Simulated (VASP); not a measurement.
Input of a VASP 6.6.1 run:

File INCAR:

```
PREC     = Accurate       # precision mode
ENCUT    = 600            # plane-wave cutoff, eV
EDIFF    = 1E-6           # SCF threshold, eV
ISMEAR   = -1             # smearing method
SIGMA    = 0.05           # smearing width, eV
LREAL    = False          # projectors in reciprocal space
LASPH    = True           # aspherical terms in the spheres
NELM     = 100            # most SCF steps
ALGO     = Fast           # electronic algorithm
ISIF     = 3              # what is computed and relaxed
LWAVE    = False          # write WAVECAR
LCHARG   = False          # write CHGCAR
GGA      = PS             # functional
LUSE_VDW = True         
IVDW_NL  = 2            
BPARAM   = 20.0         
CPARAM   = 0.0093       
IBRION   = 2              # ionic algorithm
NSW      = 40             # ionic steps
EDIFFG   = -0.02          # ionic threshold
```

Contents of KPOINTS:

```
Automatic mesh
0
Gamma
  10 10 8
```

File POSCAR:

```
GaB
1.0
    2.7182400000      0.0000000000      0.0000000000
    0.0000000000      2.7182400000      0.0000000000
    0.0000000000      0.0000000000      3.2362100000
Ga B
1 1
Direct
    0.5000000000      0.5000000000      0.5000000000
    0.0000000000      0.0000000000      0.0000000000
```

Potentials or basis: VASP PAW PBE potentials, release 64 (Ga_d, B).

Launch:

```console
$ cat potpaw_PBE.64/Ga_d/POTCAR potpaw_PBE.64/B/POTCAR > POTCAR
$ mpirun -np 1 vasp_std > vasp.out
```

Question: Predict the band gap on the k mesh.

Answer: None (metal or under the smearing width).

Question: Predict the space group after relaxing (to 0.05 Å).

Answer: P4/mmm (No. 123).

Question: What does it give for the relaxed cell?

Answer: a = 2.668 Å, b = 2.668 Å, c = 3.209 Å, α = 90.00°, β = 90.00°, γ = 90.00°.

Question: Estimate the relaxed volume.

Answer: 11.42 Å³/atom.

Final structure:
```cif
data_structure
_symmetry_space_group_name_H-M 'P 1'
_symmetry_Int_Tables_number 1
_cell_length_a 2.6683
_cell_length_b 2.6683
_cell_length_c 3.2087
_cell_angle_alpha 90.000
_cell_angle_beta 90.000
_cell_angle_gamma 90.000
_cell_volume 22.85
loop_
_atom_site_label
_atom_site_type_symbol
_atom_site_fract_x
_atom_site_fract_y
_atom_site_fract_z
_atom_site_occupancy
Ga1 Ga 0.50000 0.50000 0.50000 1
B1 B 0.00000 0.00000 0.00000 1
```

Caveat: the PAW data sets were made with another functional, which shifts forces and pressure a little; pairwise dispersion overbinds metals, which lowers pressure and volume.
